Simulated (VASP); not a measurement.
A convergence study with VASP on GaAs (zinc blende): one setting is varied, all else stays as given below, so the limit is that of these other settings.

```yaml
crystal:
  lattice:
    - [0.00000, 2.82500, 2.82500]
    - [2.82500, 0.00000, 2.82500]
    - [2.82500, 2.82500, 0.00000]
  atoms:
    - { symbol: Ga, position: [0.00000, 0.00000, 0.00000] }
    - { symbol: As, position: [0.25000, 0.25000, 0.25000] }
```

These are PBE GGA, VASP's PBE PAW potentials (set 64) (plane waves; VASP) values and carry that method's errors. The tightest run used: 550 eV cut-off, 17×17×17 Γ-centred mesh, tetrahedra with Blöchl corrections, potentials Ga_d As.

Gaps are read on the run's mesh, which can miss a band edge.

| setting | E (eV/atom) | pressure (GPa) | gap on the mesh (eV) | irreducible k-points |
|---|---|---|---|---|
| 3×3×3 mesh | -3.8324 | 4.84 | 0.510 | 4 |
| 4×4×4 mesh | -4.0355 | 3.89 | 0.524 | 8 |
| 5×5×5 mesh | -4.0933 | 3.66 | 0.530 | 10 |

Task: These are the cheaper rows. Estimate the results at 17×17×17 mesh, and how far the last row shown lies from them.

Result: 
```csv
quantity,tightest run,last row shown is off by
E (eV/atom),-4.1251,0.0317
pressure (GPa),3.64,0.01
gap on the mesh (eV),0.536,-0.006
```

Left out are rungs that failed or repeat a setting and relaxations that didn't move; long series are thinned to 24 rows.

The compound is GaAs in the zinc blende structure. The cell was not relaxed at this level.
